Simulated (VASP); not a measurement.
Crystal: Ru.

```
Ru
1.0
     2.70580    0.00000    0.00000
    -1.35290    2.34329    0.00000
     0.00000    0.00000    4.28190
Ru
2
Cartesian
  0.0000 1.5622 1.0705
  1.3529 0.7811 3.2114
```

| Property | Result |
| --- | --- |
| Program | VASP 6.6.1 |
| Task | relaxation of cell and atoms |
| Functional | PBEsol |
| Potentials or basis | VASP PAW PBE potentials, release 64 (Ru_pv) |
| Cutoff | 600 eV |
| k mesh | 15 × 15 × 9 |
| Occupations | methfessel-paxton, width 0.1 eV |
| Spin | no spin polarisation |

At the start: pressure -6.5 GPa; volume 13.57 Å³/atom.

How do energy, volume and symmetry change on relaxing?

Over 7 steps the energy falls by 5.4 meV/atom and the volume is 13.32 Å³/atom (-1.9 %); space group P6_3/mmc (No. 194, to 0.05 Å).

The path:
```
step  energy change (eV)  largest force (eV/Å)  pressure (GPa)  volume (Å³)
   1              0.0000                0.0000           -6.50        27.15
   2              0.1056                0.0000           25.00        25.04
   3             -0.0108                0.0000           -0.16        26.64
   4             -0.0108                0.0000           -0.02        26.63
   5             -0.0108                0.0000            0.12        26.62
   6             -0.0108                0.0000           -0.38        26.65
   7             -0.0108                0.0000           -0.04        26.63
```

Final structure:
```
CELL_PARAMETERS angstrom
2.68826 0.00000 0.00000
-1.34413 2.32811 0.00000
0.00000 0.00000 4.25530
ATOMIC_POSITIONS crystal
Ru 0.33333 0.66667 0.25000
Ru 0.66667 0.33333 0.75000
```

Caveat: the PAW data sets were made with another functional, which shifts forces and pressure a little.
